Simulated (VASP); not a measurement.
All values below come from PBE GGA, VASP's PBE PAW potentials (set 64) (plane waves; VASP 6.6.1).

VASP ran on this input.

### POSCAR
```
FeSi
1.0
  4.4461982711   0.0000000000   0.0000000000
  0.0000000000   4.4461982711   0.0000000000
  0.0000000000   0.0000000000   4.4461982711
Fe Si
4 4
Cartesian
  3.8378216248   2.8314757819   1.6147224892
  2.8314757819   1.6147224892   3.8378216248
  1.6147224892   3.8378216248   2.8314757819
  0.6083766463   0.6083766463   0.6083766463
  0.7067841739   1.5163149616   2.9298833095
  1.5163149616   2.9298833095   0.7067841739
  2.9298833095   0.7067841739   1.5163149616
  3.7394140972   3.7394140972   3.7394140972
```

**INCAR**
```
SYSTEM  =  FeSi
PREC  =  Accurate; ENCUT  =  400; LREAL  =  .FALSE.
LASPH  =  .TRUE.
EDIFF  =  1E-6; NELM  =  100; ALGO  =  Normal
LMAXMIX  =  4
ISMEAR  =  0; SIGMA  =  0.05
GGA  =  PE
IBRION  =  2; NSW  =  60; ISIF  =  3
EDIFFG  =  -0.02
LWAVE  =  .FALSE.; LCHARG  =  .FALSE.
```

**KPOINTS**
```
Automatic mesh
0
Gamma
5 5 5
0 0 0
```

POTCAR, in this order: Fe Si (PBE.64 set). Program: vasp_std.

Problem. Predict the energy per atom (σ→0), volume per atom.

Solution. 
| Property | Value |
|---|---|
| energy per atom (σ→0) | -7.348 eV/atom |
| volume per atom | 10.97 Å³/atom |

File OSZICAR:
```
...
   1 F= -.58782178E+02 E0= -.58782006E+02  d E =-.587822E+02
       N       E                     dE             d eps       ncg     rms          rms(c)
DAV:   1    -0.587829391154E+02   -0.76000E-03   -0.52116E-02   774   0.191E+00    0.239E-01
DAV:   2    -0.587831503393E+02   -0.21122E-03   -0.15823E-02   972   0.151E+00    0.224E-01
DAV:   3    -0.587823370197E+02    0.81332E-03   -0.62934E-03   982   0.924E-01    0.544E-02
DAV:   4    -0.587823138736E+02    0.23146E-04   -0.20104E-04  1002   0.146E-01    0.111E-02
DAV:   5    -0.587823136221E+02    0.25142E-06   -0.34306E-06   613   0.243E-02
   2 F= -.58782314E+02 E0= -.58782155E+02  d E =-.135350E-03
```

The structure comes from a computed database's FeSi entry (P2_13); how it stands against other phases isn't given here. This run relaxes it. Symmetry was kept, so distortions that lower it aren't found. The start is the result of an earlier pass. The run is not spin-polarised, so no magnetic state was tried.
